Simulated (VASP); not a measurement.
Calculation: AM05 GGA, VASP's PBE PAW potentials (set 64) (plane waves; VASP).

A VASP calculation is set up with these files.

KPOINTS:
```
Regular mesh
0
G
 16 16 16
```

### POSCAR
```
Cu
1
   -0.0000000000     1.7836290624     1.7836290624
    1.7836290624    -0.0000000000     1.7836290624
    1.7836290624     1.7836290624     0.0000000000
Cu
1
Direct
  0.0000000000   0.0000000000   0.0000000000
```

**INCAR**
```
ISIF=3   ! ions, shape and volume
LASPH=.TRUE.   ! aspherical one-centre terms
NELM=100
ENCUT=520   ! plane-wave cut-off (eV)
LMAXMIX=4   ! l cut-off of mixed one-centre charges
PREC=Accurate
ALGO=Normal
SIGMA=0.1   ! width (eV)
EDIFFG=-0.01   ! ionic stop
SYSTEM=Cu
IBRION=2
LREAL=.FALSE.
EDIFF=1E-6
ISMEAR=1
GGA=AM   ! AM05
LWAVE=.FALSE.
NSW=60
LCHARG=.FALSE.
```

POTCAR, in this order: Cu (PBE.64 set). Program: vasp_std.

The resulting files:

File OSZICAR:
```
       N       E                     dE             d eps       ncg     rms          rms(c)
DAV:   1     0.353422680848E+02    0.35342E+02   -0.56880E+03  2722   0.206E+03
DAV:   2    -0.463809371361E+01   -0.39980E+02   -0.37965E+02  2631   0.196E+02
DAV:   3    -0.510322657968E+01   -0.46513E+00   -0.46287E+00  3109   0.310E+01
DAV:   4    -0.510637644548E+01   -0.31499E-02   -0.31495E-02  3176   0.224E+00
DAV:   5    -0.510640802931E+01   -0.31584E-04   -0.31583E-04  3116   0.180E-01    0.822E+00
DAV:   6    -0.447149686367E+01    0.63491E+00   -0.18752E+01  2740   0.102E+02    0.400E+00
DAV:   7    -0.407956466299E+01    0.39193E+00   -0.28105E+00  2761   0.392E+01    0.598E-01
DAV:   8    -0.406671811527E+01    0.12847E-01   -0.55474E-03  2825   0.140E+00    0.313E-01
DAV:   9    -0.406493862774E+01    0.17795E-02   -0.11539E-02  2867   0.231E+00    0.265E-02
DAV:  10    -0.406494563238E+01   -0.70046E-05   -0.36465E-05  3811   0.120E-01    0.790E-03
DAV:  11    -0.406494676829E+01   -0.11359E-05   -0.88014E-07  1872   0.222E-02    0.677E-04
DAV:  12    -0.406494672891E+01    0.39384E-07   -0.40364E-08  1441   0.341E-03
   1 F= -.40649467E+01 E0= -.40649592E+01  d E =-.406495E+01
```

**OUTCAR**
```
------------------------ aborting loop because EDIFF is reached ----------------------------------------
  FORCE on cell =-STRESS in cart. coord.  units (eV):
  Direction    XX          YY          ZZ          XY          YZ          ZX
  --------------------------------------------------------------------------------------
  Total       -0.0045055     -0.0045055     -0.0045055     -0.0000000      0.0000000      0.0000000
  in kB       -0.6360730     -0.6360730     -0.6360730     -0.0000000      0.0000000      0.0000000
  external PRESSURE =      -0.6360730 kB  Pullay stress =       0.0000000 kB
  volume of cell :       11.35
      direct lattice vectors                 reciprocal lattice vectors
     0.000000000  1.783629062  1.783629062    -0.280327345  0.280327345  0.280327345
     1.783629062  0.000000000  1.783629062     0.280327345 -0.280327345  0.280327345
     1.783629062  1.783629062  0.000000000     0.280327345  0.280327345 -0.280327345
 POSITION                                       TOTAL-FORCE (eV/Angst)
 -----------------------------------------------------------------------------------
      0.00000      0.00000      0.00000         0.000000      0.000000     -0.000000
 -----------------------------------------------------------------------------------
    total drift:                               -0.000000     -0.000000     -0.000000
  FREE ENERGIE OF THE ION-ELECTRON SYSTEM (eV)
  ---------------------------------------------------
  free  energy   TOTEN  =        -4.0649467289 eV

  energy  without entropy=       -4.0649842371  energy(sigma->0) =       -4.06495923

 reached required accuracy - stopping structural energy minimisation
```
(Selected blocks of OUTCAR.)

The compound is Cu in the fcc structure. It was relaxed first. The start is the result of an earlier pass.
